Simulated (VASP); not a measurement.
Wanted: the native input for a VASP 6.6.1 run.

| Quantity | Value |
| --- | --- |
| Task | single point |
| Functional | r2SCAN |
| Potentials or basis | VASP PAW PBE potentials, release 64 (Be, Cd, O) |
| Cutoff | 520 eV |
| k mesh | 8 × 8 × 4 |
| Occupations | gaussian, width 0.03 eV |
| Spin | no spin polarisation |
| Further INCAR settings | ALGO = Normal; EDIFF = 1e-06; NBANDS = 31 |

The structure of Be3CdO4 lies in POSCAR:

```
Be3CdO4                                 
1.0
    2.8606764740      0.0000000000      0.0000000000
    0.0000000000      2.8606764740     -0.0000000000
   -0.0000000000      0.0000000000      8.7196058233
  Be              Cd              O             
     3     1     4
Direct
     0.5000000000000000    0.5000000000000000    0.7085498761579754
     0.0000000000000000    1.0000000000000000    0.5000000000000000
     0.5000000000000000    0.5000000000000000    0.2914501238420246
     0.0000000000000000    1.0000000000000000    0.0000000000000000
     0.0000000000000000    0.5000000000000000    0.6038524630850916
     0.5000000000000000    1.0000000000000000    0.8096305737689344
     0.5000000000000000    1.0000000000000000    0.3961475369149084
     0.0000000000000000    0.5000000000000000    0.1903694262310656
```

The cell was built by a generator and needn't be a form met in nature.

One way to write it, as run:

INCAR

```
PREC = Accurate
ENCUT = 520
EDIFF = 1E-6
ISMEAR = 0
SIGMA = 0.03
LREAL = F
LASPH = T
NELM = 150
ALGO = Normal
ISIF = 2
LWAVE = F
LCHARG = F
METAGGA = R2SCAN
LMIXTAU = T
NBANDS = 31
KPAR = 8
```

KPOINTS

```
Automatic mesh
0
Gamma
  8 8 4
```

Potentials or basis: VASP PAW PBE potentials, release 64 (Be, Cd, O).

Run with:

```console
$ cat potpaw_PBE.64/Be/POTCAR potpaw_PBE.64/Cd/POTCAR potpaw_PBE.64/O/POTCAR > POTCAR
$ mpirun -np 8 vasp_std > vasp.out
```

Results of the run:

```yaml
Pressure: -4.3 GPa
Largest_force: 0.201 eV/Å
Band_gap_on_the_k_mesh: 2.15 eV, direct
```

Caveat: the PAW data sets were made with another functional, which shifts forces and pressure a little.

Wall time 50 s on 8 MPI ranks on AMD EPYC 9R45 96-Core Processor (Zen 5) (shared host), peak memory 0.26 GiB a rank.
